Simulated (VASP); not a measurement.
Input for VASP

File KPOINTS:
```
K-points
0
gamma
 3 3 3
```

**INCAR**
```
SYSTEM  =  Bi2Te3
PREC  =  Accurate; ENCUT  =  300; LREAL  =  .FALSE.
LASPH  =  .TRUE.
EDIFF  =  1E-6; NELM  =  100; ALGO  =  Normal
LMAXMIX  =  4
ISMEAR  =  -1; SIGMA  =  0.01
GGA  =  PS
ISIF  =  2
LWAVE  =  .FALSE.; LCHARG  =  .FALSE.
```

**POSCAR**
```
Bi2Te3
1
    2.2090650000     1.2754040000    10.7524330000
   -2.2090650000     1.2754040000    10.7524330000
    0.0000000000    -2.5508090000    10.7524330000
Bi Te
2 3
Direct
  0.5950380000   0.6077400000   0.6039760000
  0.4055340000   0.3960710000   0.3913320000
  0.7887260000   0.7821950000   0.7815860000
  0.2134150000   0.2136260000   0.2224040000
 -0.0027120000   0.0003690000   0.0007020000
```

POTCAR, in this order: Bi_d Te (PBE.64 set). Program: vasp_std.

Problem. Translate this PBEsol calculation to Quantum ESPRESSO's pw.x.

Solution. One equivalent input (not run):
```
&CONTROL
  calculation = 'scf'
  pseudo_dir = './pseudo'
  outdir = './out'
  tprnfor = .true.
  tstress = .true.
/
&SYSTEM
  ibrav = 0
  nat = 5
  ntyp = 2
  ecutwfc = 82.3
  occupations = 'smearing'
  smearing = 'fermi-dirac'
  degauss = 0.000735
  input_dft = 'pbesol'
/
&ELECTRONS
  conv_thr = 7.3e-08
  electron_maxstep = 100
/
ATOMIC_SPECIES
  Bi 208.980 Bi.upf
  Te 127.600 Te.upf
CELL_PARAMETERS angstrom
     2.2090650    1.2754040   10.7524330
    -2.2090650    1.2754040   10.7524330
     0.0000000   -2.5508090   10.7524330
ATOMIC_POSITIONS crystal
  Bi   0.5950380  0.6077400  0.6039760
  Bi   0.4055340  0.3960710  0.3913320
  Te   0.7887260  0.7821950  0.7815860
  Te   0.2134150  0.2136260  0.2224040
  Te  -0.0027120  0.0003690  0.0007020
K_POINTS automatic
  3 3 3 0 0 0
```
What does not carry over: the potentials are each code's own (VASP's PAW set, PseudoDojo norm-conserving files in pw.x), so ENCUT and ecutwfc are chosen apart and not converted; conv_thr bounds pw.x's estimated SCF error, while EDIFF bounds the energy change between steps.

The structure comes from a computed database's Bi2Te3 entry; how it stands against other phases isn't given here. The cell was not relaxed at this level, atoms are displaced from their ideal sites. The k-mesh is coarse (spacing up to 0.55 per Å, 2π included), so the numbers may not be converged in it. The run is one of a series of settings (GGA = PS against the base run), some of them coarse on purpose.
